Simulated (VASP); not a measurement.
# Black phosphorene and its bilayer, part 5 of 5

What are the lattice, gap and band positions of black phosphorene, and what does a second sheet change?

VASP 6.6.1; optB86b-vdW; plane waves and PAW (P).

So far, gap on the k-mesh (eV): step 2 (relaxing the monolayer) 0.772; step 5 (the slab in a field, field -0.1) 0.771; step 6 (the slab in a field, field 0.1) 0.771; step 7 (a rigid stacking, stacking same orientation, shift 0.00 0.00) 0.258; step 11 (relaxing the bilayer) 0.376.

**12. Levels and bands of the bilayer**

The same static run as for one sheet shows what the neighbour does to the levels.

INCAR

```
SYSTEM = P
PREC = Normal
ENCUT = 350
EDIFF = 1E-06
NELM = 120
ISMEAR = 0
SIGMA = 0.03
LREAL = .FALSE.
ALGO = Fast
GGA = MK
AGGAC = 0
LUSE_VDW = .TRUE.
PARAM1 = 0.1234
PARAM2 = 1
LASPH = .TRUE.
NBANDS = 28
LORBIT = 11
LWAVE = .FALSE.
LCHARG = .FALSE.
KPAR = 4
IDIPOL = 3
LDIPOL = .TRUE.
DIPOL = 0.5 0.5 0.5
LVHAR = .TRUE.
LVACPOTAV = .TRUE.
NEDOS = 1500
```

POSCAR

```
P
1.0
    4.5076573502      0.0000000000      0.0000000000
    0.0000000000      3.3055854074      0.0000000000
    0.0000000000      0.0000000000     24.3546734472
P
8
Direct
    0.0841916301      0.0000000000      0.3488365769
    0.4158083699      0.5000000000      0.3488365769
    0.5832495209      0.5000000000      0.4365098267
    0.9167504791      0.0000000000      0.4365098267
    0.0832495209      0.5000000000      0.5634901733
    0.4167504791      0.0000000000      0.5634901733
    0.5841916301      0.0000000000      0.6511634231
    0.9158083699      0.5000000000      0.6511634231
```

KPOINTS

```
Automatic mesh
0
Gamma
7 9 1
0 0 0
```

KPOINTS_OPT

```
Line mode
14
Line-mode
Reciprocal
  0.00000000   0.00000000   0.00000000 GAMMA
 -0.50000000   0.00000000   0.00000000 X

 -0.50000000   0.00000000   0.00000000 X
 -0.50000000  -0.50000000   0.00000000 S

 -0.50000000  -0.50000000   0.00000000 S
  0.00000000  -0.50000000   0.00000000 Y

  0.00000000  -0.50000000   0.00000000 Y
  0.00000000   0.00000000   0.00000000 GAMMA

  0.00000000   0.00000000   0.00000000 GAMMA
 -0.50000000  -0.50000000   0.00000000 S
```

PAW data sets: P (PBE family, release 64).

Run with:

```sh
> mpirun -np 4 vasp_std
```

Output:

```text
[... set-up lines as in an earlier step ...]
 entering main loop
       N       E                     dE             d eps       ncg     rms          rms(c)
DAV:   1     0.223121328368E+03    0.22312E+03   -0.11786E+04  1120   0.803E+02
DAV:   2    -0.860030324156E+01   -0.23172E+03   -0.22553E+03  1576   0.178E+02
DAV:   3    -0.319236776370E+02   -0.23323E+02   -0.23117E+02  1316   0.619E+01
DAV:   4    -0.326663178576E+02   -0.74264E+00   -0.73954E+00  1772   0.127E+01
DAV:   5    -0.326783159523E+02   -0.11998E-01   -0.11979E-01  1616   0.150E+00    0.134E+01
RMM:   6    -0.324949521259E+02    0.18336E+00   -0.14336E-01  1178   0.151E+00    0.807E+00
RMM:   7    -0.324235598611E+02    0.71392E-01   -0.35601E-01  1232   0.237E+00    0.353E-01
RMM:   8    -0.324217602926E+02    0.17996E-02   -0.33246E-02  1337   0.908E-01    0.105E-01
RMM:   9    -0.324220552023E+02   -0.29491E-03   -0.79727E-03  1537   0.381E-01    0.120E-01
RMM:  10    -0.324220445086E+02    0.10694E-04   -0.11117E-03  1651   0.140E-01    0.129E-01
RMM:  11    -0.324223543279E+02   -0.30982E-03   -0.43868E-04  1466   0.689E-02    0.243E-01
RMM:  12    -0.324212074132E+02    0.11469E-02   -0.16244E-03  1578   0.120E-01    0.183E-01
RMM:  13    -0.324211457007E+02    0.61713E-04   -0.93052E-05  1369   0.444E-02    0.818E-02
RMM:  14    -0.324211268745E+02    0.18826E-04   -0.40944E-05  1405   0.219E-02    0.533E-02
RMM:  15    -0.324211302341E+02   -0.33596E-05   -0.69220E-06  1141   0.131E-02    0.693E-02
RMM:  16    -0.324212839619E+02   -0.15373E-03   -0.21204E-04  1787   0.393E-02    0.853E-03
RMM:  17    -0.324212893869E+02   -0.54251E-05   -0.57520E-06  1246   0.106E-02    0.115E-02
RMM:  18    -0.324213151152E+02   -0.25728E-04   -0.77933E-06  1182   0.978E-03    0.113E-02
RMM:  19    -0.324213245214E+02   -0.94062E-05   -0.79963E-06  1198   0.876E-03    0.149E-02
RMM:  20    -0.324213295664E+02   -0.50451E-05   -0.28696E-06  1063   0.536E-03    0.502E-03
RMM:  21    -0.324213363557E+02   -0.67892E-05   -0.39035E-06  1141   0.588E-03    0.337E-03
RMM:  22    -0.324213410755E+02   -0.47198E-05   -0.59330E-07   877   0.334E-03    0.582E-04
RMM:  23    -0.324213467631E+02   -0.56876E-05   -0.48067E-07   844   0.262E-03    0.216E-03
RMM:  24    -0.324213488832E+02   -0.21201E-05   -0.16890E-07   567   0.148E-03    0.201E-03
RMM:  25    -0.324213510724E+02   -0.21892E-05   -0.21333E-07   689   0.169E-03    0.710E-05
RMM:  26    -0.324213521076E+02   -0.10352E-05   -0.96194E-08   501   0.127E-03    0.229E-04
RMM:  27    -0.324213525136E+02   -0.40603E-06   -0.48937E-08   375   0.105E-03
 [... a notice as in an earlier step ...]

   1 F= -.32421353E+02 E0= -.32421353E+02  d E =-.131881E-11
 Start KPOINTS_OPT (optional k-point list driver)
k-point batch [1-20\70]
       N       E                     dE             ncg
DAV:   1    -0.326639159352E+03   -0.82223E+04     1120
DAV:   2    -0.456142036748E+04   -0.42348E+04     1704
DAV:   3    -0.502450734452E+04   -0.46309E+03     1368
DAV:   4    -0.503906832338E+04   -0.14561E+02     1772
DAV:   5    -0.503938611616E+04   -0.31779E+00     1612
DAV:   6    -0.503939641125E+04   -0.10295E-01     1788
DAV:   7    -0.503939664075E+04   -0.22950E-03     1624
DAV:   8    -0.503939664997E+04   -0.92157E-05     1524
DAV:   9    -0.503939665042E+04   -0.45213E-06     1152
[...]
k-point batch [61-70\70]
       N       E                     dE             ncg
DAV:   1     0.629588886937E+03   -0.87899E+04      560
DAV:   2    -0.164878159198E+04   -0.22784E+04      772
DAV:   3    -0.186322014415E+04   -0.21444E+03      668
DAV:   4    -0.186886798315E+04   -0.56478E+01      824
DAV:   5    -0.186899806731E+04   -0.13008E+00      780
DAV:   6    -0.186900258496E+04   -0.45177E-02      840
DAV:   7    -0.186900278936E+04   -0.20440E-03      792
DAV:   8    -0.186900279987E+04   -0.10516E-04      728
DAV:   9    -0.186900280041E+04   -0.53921E-06      528
```

The job ended after 1.8 min (4 MPI ranks of AMD EPYC 9R45, shared host; peak memory 1.9 GiB; 6.9 min of CPU time).

Parts of OUTCAR (step 12):

```text
   NELECT =      40.0000    total number of electrons

 E-fermi :   0.0656

 k-point     1 :       0.0000    0.0000    0.0000
  band No.  band energies     occupation
    ...
     16      -2.2534      2.00000
     17      -2.1041      2.00000
     18      -2.0151      2.00000
     19      -0.9324      2.00000
     20      -0.0656      2.00000
     21       0.3107      0.00000
     22       0.7620      0.00000
     23       1.1130      0.00000
     24       1.3261      0.00000
     25       2.2278      0.00000
    ...

Total vdW correction in eV:      5.6014833

  Total       -0.7838202     -0.0301954     -0.0263428      0.0000000      0.0000000     -0.0000000
  in kB       -3.4605525     -0.1333122     -0.1163031      0.0000000      0.0000000     -0.0000000
  external PRESSURE =      -1.2367226 kB  Pullay stress =       0.0000000 kB

 POSITION                                       TOTAL-FORCE (eV/Angst)
 -----------------------------------------------------------------------------------
      0.37951      0.00000      8.49580         0.001251     -0.000000     -0.002811
      1.87432      1.65279      8.49580        -0.001251      0.000000     -0.002811
      2.62909      1.65279     10.63105        -0.000143      0.000000     -0.001876
      4.13240      0.00000     10.63105         0.000143      0.000000     -0.001876
      0.37526      1.65279     13.72362        -0.000143      0.000000      0.001876
      1.87857      0.00000     13.72362         0.000143      0.000000      0.001876
      2.63334      0.00000     15.85887         0.001251     -0.000000      0.002811
      4.12815      1.65279     15.85887        -0.001251      0.000000      0.002811
 -----------------------------------------------------------------------------------
    total drift:                               -0.000000      0.000000      0.000000

  FREE ENERGIE OF THE ION-ELECTRON SYSTEM (eV)
  ---------------------------------------------------
  free  energy   TOTEN  =       -32.4213525136 eV

  energy  without entropy=      -32.4213525136  energy(sigma->0) =      -32.42135251

Total vdW correction in eV:      5.6014868

 vacuum level on the upper side and lower side of the slab         4.685         4.685

[... 11 parts as in an earlier step ...]

[... 7 further parts left out ...]
```

This step gave:

```yaml
electronic_steps: 27
fermi_energy: 0.0656 eV
least_gap_on_mesh_and_path: 0.3763 eV
least_direct_gap_on_mesh_and_path: 0.3763 eV
vacuum_levels: 4.685, 4.685 eV
ionisation_potentials_of_the_upper_and_lower_face: 4.751, 4.751 eV
electron_affinities_of_the_upper_and_lower_face: 4.374, 4.374 eV
```

Electronic bands along the path, in eV, zero at the valence-band top; v1 is the highest filled band, c1 the lowest empty one:

```csv
point,v4,v3,v2,v1,c1,c2,c3,c4
Γ,-2.04,-1.95,-0.87,0.00,0.38,0.83,1.18,1.39
0.54 of the way,-2.30,-1.47,-1.00,-0.89,1.29,1.65,1.67,1.71
X,-1.55,-1.55,-1.31,-1.31,1.70,1.70,1.74,1.74
0.46 of the way,-1.97,-1.97,-1.53,-1.53,2.15,2.15,2.49,2.49
S,-1.74,-1.74,-1.74,-1.74,2.06,2.06,2.06,2.06
0.46 of the way,-2.04,-2.04,-1.63,-1.63,1.35,1.35,1.72,1.72
Y,-2.57,-2.57,-2.25,-2.25,0.82,0.82,0.91,0.91
0.46 of the way,-2.33,-1.82,-1.09,-0.92,0.53,0.71,1.24,1.72
Γ,-2.04,-1.95,-0.87,0.00,0.38,0.83,1.18,1.39
0.54 of the way,-2.38,-2.06,-1.71,-1.34,1.45,1.46,1.95,1.98
S,-1.74,-1.74,-1.74,-1.74,2.06,2.06,2.06,2.06
```

Zero at the Fermi level. The planar average of the electrostatic potential by height:

```csv
height (Å),planar average of the electrostatic potential (eV)
0.0,4.62
0.5,4.62
1.0,4.62
1.5,4.62
2.0,4.62
2.5,4.62
3.0,4.62
3.5,4.62
4.0,4.62
4.5,4.62
5.0,4.62
5.5,4.61
6.0,4.58
6.5,4.45
7.0,3.88
7.5,1.49
8.0,-8.60
8.5,-18.1
9.0,-9.19
9.5,-0.802
10.0,-5.62
10.5,-17.4
11.0,-12.4
11.5,0.117
12.0,3.19
12.5,2.77
13.0,-2.37
13.5,-15.8
14.0,-15.2
14.5,-2.61
15.0,-1.49
15.5,-13.2
16.0,-17.1
16.5,-4.31
17.0,2.54
17.5,4.14
18.0,4.50
18.5,4.59
19.0,4.61
19.5,4.62
20.0,4.62
20.5,4.62
21.0,4.62
21.5,4.62
22.0,4.62
22.5,4.62
23.0,4.62
23.5,4.62
24.0,4.62
```

Density of states in the PAW spheres, an atom over height of the layer and energy from the Fermi level.

Ten even steps from '0' (0.006 states/eV) to '9' (0.336 states/eV), each cell a mean:
```
0000
0000
0000
1221
3333
9999
9999
8668
6556
6666
9999
9999
6556
5555
5665
9889
6776
4444
2222
1111
1111
3333
```
Columns: height of the layer (Å) from 8.5 to 15.9 (not evenly spaced); rows upwards: energy from the Fermi level (eV) from -7.9 to 0.5.

The map of layer states is cut here 0.5 eV above the Fermi level, so it leaves out the states above that.

The vacuum level lies 4.75 eV above the highest filled level at the upper face; both faces agree, as the slab has next to no dipole.

The program found no field-free point at its default tolerance, but its printed level agrees with the flat part of the planar average.

**13. Derived quantities**

This step: monolayer and bilayer, optB86b-vdW; plane waves and PAW (VASP 6.6.1).

This step runs nothing: it gathers the runs above.

Numbers from this step:

* polarisability per area of the slab or monolayer: 0.3671 Å
* binding energy: -31.26 meV/Å²
* interlayer gap: 3.093 Å
* bilayer gap: 0.3763 eV
* bilayer level below vacuum: 4.751 eV
* lattice a: 4.508 Å
* lattice b: 3.306 Å
* thickness: 2.127 Å
* monolayer gap: 0.7719 eV
* ionisation potential at the upper face: 5.104 eV

VASP counts both for electrons: a positive EFIELD is a field along -c, and a positive dipole, in electrons times A, points along -c. Field, by row:

```csv
EFIELD (eV/Å),dipole along z of the monolayer (e Å),energy change of the monolayer (eV)
-0.1,-0.03799,-0.001902
0,0,0
0.1,0.03799,-0.001902
```

Rigid sheets, 3.1 Å apart. Stackings, by row:

```csv
stacking,energy above the lowest (meV/Å²)
"same orientation, shift 0.00 0.50",0
"same orientation, shift 0.50 0.00",6.071
"same orientation, shift 0.00 0.00",11.73
"same orientation, shift 0.50 0.50",23.86
```

The polarisability is the slope of the dipole against the field, as a volume for each unit of area.

**14. Outcome**

| Item | Value |
| --- | --- |
| lattice a | 4.51 Å |
| monolayer gap | 0.772 eV |
| binding energy | -31.3 meV/Å² |
| interlayer gap | 3.09 Å |
| bilayer gap | 0.376 eV |
| polarisability per area of the slab or monolayer | 0.367 Å |

The monolayer relaxes to a = 4.508 Å and b = 3.306 Å and has a gap of 0.77 eV. The ionisation potential is 5.10 eV at both faces. Of 4 rigid stackings the lowest has the upper sheet in the same orientation and shifted by (0.00, 0.50) in cell vectors, and the highest lies 23.9 meV/Å² above it. Relaxed, the sheets lie 3.09 Å apart and bind by 31.3 meV/Å². The second sheet narrows the gap, to 0.38 eV. All runs are without spin polarisation. The bilayer keeps the monolayer's lattice, and only high-symmetry stackings were tried. Semilocal gaps are too small.

[Lines on the potential files, build, host, timing and source positions are cut from VASP's logs without a mark.]

[Logs are printed without paths, hosts, clocks, repeated set-up lines and the standing remarks that a program may print on its own settings, such as how far it seeks lower states.]

[Hosts, paths, dates, database ids (printed as entryN), source tags and the programs' standing remarks are cut or masked in the printed files.]

[Runs that stopped without an error message from VASP are left out.]
